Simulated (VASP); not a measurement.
An input for Ansatz (written as the equivalent of a VASP run, and not itself run):

Ansatz 0.2 input:
```yaml
crystal:
  lattice:
    - [0.0000000, 3.1600000, 3.1600000]
    - [3.1600000, 0.0000000, 3.1600000]
    - [3.1600000, 3.1600000, 0.0000000]
  atoms:
    - { symbol: Sn, position: [0.0000000, 0.0000000, 0.0000000] }
    - { symbol: Te, position: [0.5000000, 0.5000000, 0.5000000] }
kpoints:
  mp_grid: { grid: [7, 7, 7] }
hamiltonian:
  xc: pbesol
  pseudopotentials: { kind: paw }
scf:
  occupations: { method: fermi_dirac, width: 0.05 }
  max_iter: 100
output: { forces: true, stress: true, eigenvalues: true }
```

Task: Translate this input to VASP (INCAR, KPOINTS, POSCAR, choice of POTCAR).

Result: One answer among several that fit: 
**KPOINTS**
```
Automatic mesh
0
G
7 7 7
```

INCAR:
```
! general
SYSTEM =SnTe
PREC   =Accurate
ENCUT  =300
LREAL  =.FALSE.
LASPH  =.TRUE.

! electronic loop
EDIFF  =1E-6
NELM   =100
ALGO   =Normal
LMAXMIX=4

! smearing
ISMEAR =-1
SIGMA  =0.05

! functional
GGA    =PS

! ions
ISIF   =2

! output
LWAVE  =.FALSE.
LCHARG =.FALSE.
```

POSCAR:
```
SnTe
6.320
  0.0000000000   0.5000000000   0.5000000000
  0.5000000000   0.0000000000   0.5000000000
  0.5000000000   0.5000000000   0.0000000000
Sn Te
1 1
Cartesian
  0.0000000000   0.0000000000   0.0000000000
  0.5000000000   0.5000000000   0.5000000000
```

POTCAR, in this order: Sn_d Te (PBE.64 set). Program: vasp_std.

The two are equivalent in intent, not identical: each code has its own PAW files, so the cut-off isn't converted (ENCUT is set for VASP's; basis.ecutwfc is left out, and Ansatz then takes the one that its files recommend); Ansatz stops its SCF on the density residual and VASP on the energy change (EDIFF).

The structure is a typed SnTe crystal (Fm-3m). The cell was not relaxed at this level.
